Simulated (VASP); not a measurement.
OSZICAR of a VASP run on Sc (hcp):

### OSZICAR
```
       N       E                     dE             d eps       ncg     rms          rms(c)
DAV:   1     0.397797850618E+03    0.39780E+03   -0.11060E+04  1920   0.156E+03
DAV:   2     0.159896227448E+02   -0.38181E+03   -0.37605E+03  2734   0.659E+02
DAV:   3    -0.817576579788E+01   -0.24165E+02   -0.23637E+02  3175   0.187E+02
DAV:   4    -0.867498375873E+01   -0.49922E+00   -0.48631E+00  3001   0.242E+01
DAV:   5    -0.868311210778E+01   -0.81283E-02   -0.80968E-02  3202   0.320E+00    0.754E+00
DAV:   6    -0.744738381109E+01    0.12357E+01   -0.29359E+00  2410   0.222E+01    0.222E+00
DAV:   7    -0.729654197605E+01    0.15084E+00   -0.68629E-01  2487   0.975E+00    0.860E-01
DAV:   8    -0.728755569918E+01    0.89863E-02   -0.33808E-02  2648   0.279E+00    0.262E-01
DAV:   9    -0.728591614454E+01    0.16396E-02   -0.10167E-02  2480   0.122E+00    0.272E-02
DAV:  10    -0.728596290182E+01   -0.46757E-04   -0.18073E-04  3243   0.201E-01    0.971E-03
DAV:  11    -0.728596152670E+01    0.13751E-05   -0.72913E-06  2529   0.358E-02    0.258E-03
DAV:  12    -0.728596302032E+01   -0.14936E-05   -0.63804E-07  1520   0.123E-02    0.124E-03
DAV:  13    -0.728596289967E+01    0.12064E-06   -0.15018E-07  1261   0.765E-03
   1 F= -.72859629E+01 E0= -.72864656E+01  d E =-.728596E+01
       N       E                     dE             d eps       ncg     rms          rms(c)
DAV:   1    -0.800874151582E+01   -0.72278E+00   -0.21616E+01  2432   0.791E+01    0.581E+00
DAV:   2    -0.737817650858E+01    0.63057E+00   -0.16885E+00  2488   0.188E+01    0.183E+00
DAV:   3    -0.731093785700E+01    0.67239E-01   -0.32213E-01  2645   0.759E+00    0.798E-01
DAV:   4    -0.730908400145E+01    0.18539E-02   -0.17176E-02  3021   0.185E+00    0.172E-01
DAV:   5    -0.730860178092E+01    0.48222E-03   -0.33766E-03  2604   0.799E-01    0.290E-02
DAV:   6    -0.730860108546E+01    0.69547E-06   -0.11338E-04  3261   0.178E-01    0.600E-03
DAV:   7    -0.730860145934E+01   -0.37388E-06   -0.41019E-06  2424   0.308E-02
   2 F= -.73086015E+01 E0= -.73093220E+01  d E =-.226386E-01
       N       E                     dE             d eps       ncg     rms          rms(c)
DAV:   1    -0.731605962667E+01   -0.74585E-02   -0.22122E-01  2488   0.800E+00    0.580E-01
DAV:   2    -0.730952519826E+01    0.65344E-02   -0.19276E-02  2520   0.196E+00    0.175E-01
DAV:   3    -0.730893038706E+01    0.59481E-03   -0.28699E-03  2740   0.724E-01    0.735E-02
DAV:   4    -0.730890391861E+01    0.26468E-04   -0.15565E-04  3109   0.173E-01    0.137E-02
DAV:   5    -0.730890098446E+01    0.29341E-05   -0.27533E-05  2594   0.714E-02    0.332E-03
DAV:   6    -0.730890095997E+01    0.24490E-07   -0.79875E-07  1107   0.196E-02
   3 F= -.73089010E+01 E0= -.73096131E+01  d E =-.229381E-01
       N       E                     dE             d eps       ncg     rms          rms(c)
DAV:   1    -0.731400085530E+01   -0.50999E-02   -0.57114E-01  2144   0.163E+01    0.514E-01
DAV:   2    -0.731252944245E+01    0.14714E-02   -0.41459E-02  2922   0.354E+00    0.313E-01
DAV:   3    -0.731031486655E+01    0.22146E-02   -0.69033E-03  3507   0.118E+00    0.525E-02
DAV:   4    -0.731028775231E+01    0.27114E-04   -0.40679E-04  2738   0.298E-01    0.286E-02
DAV:   5    -0.731027991686E+01    0.78355E-05   -0.22341E-05  3024   0.749E-02    0.989E-03
DAV:   6    -0.731028018408E+01   -0.26722E-06   -0.16517E-06  1276   0.194E-02
   4 F= -.73102802E+01 E0= -.73109990E+01  d E =-.137922E-02
       N       E                     dE             d eps       ncg     rms          rms(c)
DAV:   1    -0.731086377382E+01   -0.58386E-03   -0.74529E-02  2137   0.588E+00    0.186E-01
DAV:   2    -0.731068070223E+01    0.18307E-03   -0.54332E-03  2922   0.128E+00    0.113E-01
DAV:   3    -0.731039326335E+01    0.28744E-03   -0.89862E-04  3499   0.428E-01    0.189E-02
DAV:   4    -0.731038947724E+01    0.37861E-05   -0.52612E-05  2760   0.108E-01    0.103E-02
DAV:   5    -0.731038847773E+01    0.99951E-06   -0.21808E-06  1331   0.267E-02
   5 F= -.73103885E+01 E0= -.73110754E+01  d E =-.148752E-02
       N       E                     dE             d eps       ncg     rms          rms(c)
DAV:   1    -0.731039464277E+01   -0.51655E-05   -0.11613E-03  2109   0.738E-01    0.228E-02
DAV:   2    -0.731039213366E+01    0.25091E-05   -0.83807E-05  2936   0.158E-01    0.140E-02
DAV:   3    -0.731038791937E+01    0.42143E-05   -0.14112E-05  3113   0.540E-02    0.250E-03
DAV:   4    -0.731038776871E+01    0.15065E-06   -0.76205E-07   995   0.167E-02
   6 F= -.73103878E+01 E0= -.73110694E+01  d E =-.148681E-02
```

Q: Which electronic solver shows in the log?

A: It is blocked Davidson (ALGO = Normal, or the opening steps of other solvers). The INCAR had ALGO = Normal.

Q: Can the final energy be trusted as converged?

A: Self-consistency was reached. It stopped with EDIFF = 1E-6, NELM = 100, NSW = 60 and EDIFFG = -0.01 after 6 ionic steps (optB86b-vdW, plane waves, VASP's PBE PAW potentials (set 64)). Energy and stress use the plane-wave basis of the starting cell.

The compound is Sc in the hcp structure. This run relaxes it. Symmetry was kept, so distortions that lower it aren't found.
